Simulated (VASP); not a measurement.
Data:

```
CELL_PARAMETERS angstrom
      4.59613     0.00000     0.00000
      0.00000     4.59613     0.00000
      0.00000     0.00000     4.59613
ATOMIC_POSITIONS crystal
  Si 0.16200 0.33800 0.66200
  Si 0.66200 0.16200 0.33800
  Si 0.83800 0.83800 0.83800
  Si 0.33800 0.66200 0.16200
  Ru 0.87200 0.62800 0.37200
  Ru 0.37200 0.87200 0.62800
  Ru 0.12800 0.12800 0.12800
  Ru 0.62800 0.37200 0.87200
```

The numbers are results of PBE GGA, VASP's PBE PAW potentials (set 64) (plane waves; VASP), not measurements. Run with 300 eV cut-off, 7×7×7 Γ-centred mesh, Fermi-Dirac smearing of 0.050 eV, potentials Si Ru_pv.

At this cut-off the stress carries a Pulay error, which pulls relaxed volumes low.

Task: What does the run give for the energy per atom (σ→0), pressure, largest force?

Result: 
The energy per atom (σ→0) is -7.863 eV/atom and the pressure is 26.65 GPa. The largest force is 0.813 eV/Å.

Only differences to runs with the same potentials and settings are physical.

The structure is a typed RuSi crystal. The cell was not relaxed at this level.
